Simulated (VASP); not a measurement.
# AlN (P6_3mc) in VASP: Born charges and dielectric tensor with RPBE

Aim: the Born charges and dielectric tensor of AlN with RPBE.

Everything below comes from runs of VASP 6.6.1. Logs are shortened: lines on timing, memory, paths and dates and some standing lists are left out, and cuts for length are marked.

**Measured values to compare with.**

From “Structural and optical properties of self-assembled AlN nanowires grown on SiO2/Si substrates by molecular beam epitaxy”, 2024, arxiv:2402.00216, for a bulk crystal of AlN at 0 K: band gap 6.0343 eV (an exciton energy, a little under the gap).

The results are compared with them further down.

## (1) The crystal as given

Symmetry: P6_3mc, No. 186, hexagonal system. The conventional cell has a = 3.145 Å, b = 3.145 Å, c = 5.042 Å, α = 90.00°, β = 90.00°, γ = 120.00°. Al (site symmetry 3m) is surrounded by 4 N at 1.91 to 1.92 Å. Around N (site symmetry 3m) lie 4 Al at 1.91 to 1.92 Å.

The cell is a database's computed one.

## (2) Born charges and dielectric tensor, RPBE

Input file INCAR:

```
PREC     = Accurate       # precision mode
ENCUT    = 600            # plane-wave cutoff, eV
EDIFF    = 1E-8           # SCF threshold, eV
ISMEAR   = 0              # smearing method
SIGMA    = 0.02           # smearing width, eV
LREAL    = False          # projectors in reciprocal space
LASPH    = True           # aspherical terms in the spheres
NELM     = 100            # most SCF steps
ALGO     = Normal         # electronic algorithm
ISIF     = 2              # what is computed and relaxed
LWAVE    = False          # write WAVECAR
LCHARG   = False          # write CHGCAR
GGA      = RP             # functional
LEPSILON = True           # dielectric tensor by DFPT
IBRION   = 8              # ionic algorithm
NSW      = 1              # ionic steps
```

Input file KPOINTS:

```
regular mesh
0
Gamma
  9 9 6
```

Input file POSCAR:

```
AlN
1.0
    3.1453300000      0.0000000000      0.0000000000
   -1.5726600000      2.7239300000      0.0000000000
    0.0000000000      0.0000000000      5.0423900000
Al N
2 2
Direct
    0.6666700000      0.3333300000      0.4992400000
    0.3333300000      0.6666700000      0.9992400000
    0.6666700000      0.3333300000      0.8807600000
    0.3333300000      0.6666700000      0.3807600000
```

Potentials or basis: VASP PAW PBE potentials, release 64 (Al, N).

Run with:

```console
$ cat potpaw_PBE.64/Al/POTCAR potpaw_PBE.64/N/POTCAR > POTCAR
$ mpirun -np 1 vasp_std > vasp.out
```

OUTCAR:

```text
PREC = Accurate
   ENCUT = 600
   EDIFF = 1E-8
   ISMEAR = 0
   LREAL = False
   LASPH = True
   NELM = 100
   ISIF = 2
   GGA = RP
   LEPSILON = True
   IBRION = 8
   NSW = 1

 ion  position               nearest neighbor table
   1  0.667  0.333  0.499-   4 1.91   4 1.91   4 1.91   3 1.92   2 3.11   2 3.11   2 3.11   2 3.11
                             2 3.11   2 3.11
   2  0.333  0.667  0.999-   3 1.91   3 1.91   3 1.91   4 1.92   1 3.11   1 3.11   1 3.11   1 3.11
                             1 3.11   1 3.11
   3  0.667  0.333  0.881-   2 1.91   2 1.91   2 1.91   1 1.92
   4  0.333  0.667  0.381-   1 1.91   1 1.91   1 1.91   2 1.92

  LATTYP: Found a hexagonal cell.
 ALAT       =     3.1453300000
 C/A-ratio  =     1.6031354421

  Lattice vectors:

 A1 = (   3.1453300000,   0.0000000000,   0.0000000000)
 A2 = (  -1.5726600000,   2.7239300000,   0.0000000000)
 A3 = (   0.0000000000,   0.0000000000,   5.0423900000)

Analysis of symmetry for initial positions (statically):
=====================================================================
 Subroutine PRICEL returns:
 Original cell was already a primitive cell.

 Routine SETGRP: Setting up the symmetry group for a
 hexagonal supercell.

 Subroutine GETGRP returns: Found  4 space group operations
 (whereof  2 operations were pure point group operations)
 out of a pool of 24 trial point group operations.

The static configuration has the point symmetry C_1h.
 The point group associated with its full space group is C_2v.

Analysis of symmetry for dynamics (positions and initial velocities):
=====================================================================
 Subroutine PRICEL returns:
 Original cell was already a primitive cell.

 Routine SETGRP: Setting up the symmetry group for a
 hexagonal supercell.

 Subroutine GETGRP returns: Found  4 space group operations
 (whereof  2 operations were pure point group operations)
 out of a pool of 24 trial point group operations.
[... 636 lines left out ...]
 ion    1
    1     2.51884    -0.00000    -0.00001
    2    -0.00000     2.51883     0.00000
    3     0.00001    -0.00001     2.67935
 ion    2
    1     2.51884    -0.00000     0.00001
    2    -0.00000     2.51883    -0.00000
    3    -0.00001     0.00001     2.67935
 ion    3
    1    -2.51884     0.00000    -0.00001
    2     0.00000    -2.51883     0.00000
    3     0.00001    -0.00000    -2.67935
 ion    4
    1    -2.51884     0.00000     0.00001
    2     0.00000    -2.51883    -0.00000
    3    -0.00001     0.00000    -2.67935

 INTERNAL STRAIN TENSOR FOR ION    4 for displacements in x,y,z  (eV/Angst):
          X           Y           Z          XY          YZ          ZX
  --------------------------------------------------------------------------------
  x    -0.00010    -0.00290    -0.00046    -9.33900     0.00125     4.55677
  y    -9.36696     9.36863     0.00027     0.05422     4.62354     0.00123
  z     4.77467     4.77778   -10.60451     0.00272    -0.00096    -0.00778

 SECOND DERIVATIVES (NOT SYMMETRIZED)
 ------------------------------------
               1X          1Y          1Z          2X          2Y          2Z          3X          3Y          3Z          4X          4Y          4Z
  1X   -14.444431   -0.001377    0.000844    0.633090    0.000511   -0.000072    1.486382   -0.000345    0.000091   12.324959    0.001212   -0.000863
  1Y    -0.001377  -14.445931   -0.000487    0.000511    0.633676    0.000041   -0.000345    1.485974   -0.000052    0.001212   12.326281    0.000498
  1Z     0.000001   -0.000001  -19.645797   -0.000837    0.000483    8.059213    0.000647   -0.000373    5.672834    0.000189   -0.000109    5.913749
  2X     0.633090    0.000511    0.000072  -14.444431   -0.001377   -0.000844   12.324959    0.001212    0.000863    1.486382   -0.000345   -0.000091
  2Y     0.000511    0.633676   -0.000041   -0.001377  -14.445931    0.000487    0.001212   12.326281   -0.000498   -0.000345    1.485974    0.000052
  2Z     0.000837   -0.000483    8.059213   -0.000001    0.000001  -19.645797   -0.000189    0.000109    5.913749   -0.000647    0.000373    5.672834
  3X     1.487923   -0.000940   -0.000043   12.325925    0.001111    0.001048  -14.505092   -0.000943   -0.001077    0.691244    0.000772    0.000072
  3Y    -0.000940    1.486828    0.000025    0.001111   12.327130   -0.000605   -0.000943  -14.506090    0.000622    0.000772    0.692132   -0.000041
  3Z    -0.000120    0.000069    5.655947    0.000645   -0.000372    5.926069   -0.000238    0.000137  -18.346330   -0.000287    0.000166    6.764315
  4X    12.325925    0.001111   -0.001048    1.487923   -0.000940    0.000043    0.691244    0.000772   -0.000072  -14.505092   -0.000943    0.001077
  4Y     0.001111   12.327130    0.000605   -0.000940    1.486828   -0.000025    0.000772    0.692132    0.000041   -0.000943  -14.506090   -0.000622
  4Z    -0.000645    0.000372    5.926069    0.000120   -0.000069    5.655947    0.000287   -0.000166    6.764315    0.000238   -0.000137  -18.346330

 Eigenvectors and eigenvalues of the dynamical matrix
 ----------------------------------------------------

   1 f  =   20.937625 THz   131.554977 2PiTHz  698.403991 cm-1    86.591020 meV
             X         Y         Z           dx          dy          dz
      1.572682  0.907968  2.517363     0.000098   -0.000056   -0.012120
     -0.000012  1.815962  5.038558     0.000098   -0.000056    0.012120
      1.572682  0.907968  4.441135    -0.000139    0.000080   -0.707003
     -0.000012  1.815962  1.919940    -0.000139    0.000080    0.707003
[... 71 lines left out ...]
  12 f/i=    0.001656 THz     0.010404 2PiTHz    0.055235 cm-1     0.006848 meV
             X         Y         Z           dx          dy          dz
      1.572682  0.907968  2.517363    -0.000011    0.000006    0.573704
     -0.000012  1.815962  5.038558     0.000011   -0.000006    0.573704
      1.572682  0.907968  4.441135     0.000013   -0.000007    0.413356
     -0.000012  1.815962  1.919940    -0.000013    0.000007    0.413356

--------------------------------------------------------------------------------------------------------

 MACROSCOPIC STATIC DIELECTRIC TENSOR IONIC CONTRIBUTION
 ------------------------------------------------------
           3.847899    -0.000146    -0.000000
          -0.000146     3.847707    -0.000000
          -0.000000    -0.000000     5.191417
 ------------------------------------------------------

 ELASTIC MODULI CONTR FROM IONIC RELAXATION (kBar)
 Direction    XX          YY          ZZ          XY          YZ          ZX
 --------------------------------------------------------------------------------
 XX        -580.0801    286.6769    325.8472      4.8321      0.0000      0.0000
 YY         286.6769   -579.0785    324.5419     -3.9710      0.0000     -0.0000
 ZZ         325.8472    324.5419   -722.0938     -1.1286     -0.0000     -0.0000
 XY           4.8321     -3.9710     -1.1286   -429.4008      0.0000     -0.0000
 YZ           0.0000     -0.0000     -0.0000     -0.0000   -106.2932     -0.0590
 ZX           0.0000     -0.0000     -0.0000      0.0000     -0.0590   -109.9680
 --------------------------------------------------------------------------------

 PIEZOELECTRIC TENSOR IONIC CONTR  for field in x, y, z        (C/m^2)
          XX          YY          ZZ          XY          YZ          ZX
  --------------------------------------------------------------------------------
  x     0.00000    -0.00000    -0.00000    -0.00000    -0.00016    -0.61209
  y     0.00000    -0.00000    -0.00000     0.00000    -0.60176    -0.00015
  z    -0.82209    -0.81885     1.82185     0.00280     0.00000     0.00000
```

It took 25 min on 1 thread of Intel Xeon Platinum 8375C at 2.90GHz (Ice Lake), shared host; peak memory 0.51 GiB.

Results:

```yaml
Band_gap_on_the_k_mesh: 3.97 eV, direct
Electronic_dielectric_tensor_diagonal: 4.49, 4.49, 4.71
Born_charges_mean_of_the_diagonal: Al +2.57; N -2.57 e
Highest_phonon_frequency_at_Γ_LO-TO_splitting_left_out: 698 cm⁻¹
```

Phonon frequencies in cm⁻¹ (negative: imaginary):
```csv
q point,frequencies
"(0.000, 0.000, 0.000)",0 0 0 236 236 528 585 625 626 638 638 698
```

Electronic dielectric tensor:
```
4.49 0.00 0.00
0.00 4.49 0.00
0.00 0.00 4.71
```

Born effective charge tensors (e):
atom 1, Al
```
2.52 0.00 0.00
0.00 2.52 0.00
0.00 0.00 2.68
```
atom 2, Al
```
2.52 0.00 0.00
0.00 2.52 0.00
0.00 0.00 2.68
```
atom 3, N
```
-2.52  0.00  0.00
 0.00 -2.52  0.00
 0.00  0.00 -2.68
```
atom 4, N
```
-2.52  0.00  0.00
 0.00 -2.52  0.00
 0.00  0.00 -2.68
```

## (3) Comparison with measurements

Step 2. Against the measured gap of AlN, 6.0343 eV (an exciton energy, a little under the gap; 0 K; quoted in “Structural and optical properties of self-assembled AlN nanowires grown on SiO2/Si substrates by molecular beam epitaxy”, 2024, arxiv:2402.00216), the calculated 3.97 eV is off by -2.07 eV. 2 values of this kind are on record (6.034 to 6.0343 eV); this one was drawn at random. The value is that of RPBE, without temperature or zero-point motion. Semilocal functionals fall short of measured gaps as a rule. The cell is a database's relaxed one, not the measured one, which moves gaps too.
